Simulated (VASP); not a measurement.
TlCl (CsCl type):

```yaml
crystal:
  lattice:
    - [3.84000, 0.00000, 0.00000]
    - [0.00000, 3.84000, 0.00000]
    - [0.00000, 0.00000, 3.84000]
  atoms:
    - { symbol: Tl, position: [0.00000, 0.00000, 0.00000] }
    - { symbol: Cl, position: [0.50000, 0.50000, 0.50000] }
```

The lowest empty band near R, direction [111], from PBE with spin-orbit coupling in VASP (PAW); its two spin partners are averaged. The gap over the points computed is 1.74 eV, and the next band on that side lies 1.18 eV away at the edge.

Run with 400 eV cut-off, 8×8×8 Γ-centred mesh, Gaussian smearing of 0.050 eV, potentials Tl_d Cl.

```tsv
distance from the edge in k (1/Å)	distance in energy (meV)
0.018	3.7
0.025	7.2
0.035	14.0
0.050	28.4
0.070	54.7
```

Q: Fit E(1 + αE) = ħ²k²/2m* (ħ²/2m0 = 3.810 eV Å²) and predict the row at 0.095 1/Å.

A: Least squares on the energies gives the electron mass m* = 0.330 m0 and α = 0.64 per eV, and so 98.1 meV. The run gave 97.9 meV, -0.2 meV from the fit.

Left out are points under 3 meV from the edge, since the levels carry 0.1 meV, and points farther than half the way to the next band.

The compound is TlCl in the CsCl type structure. The cell was not relaxed at this level.
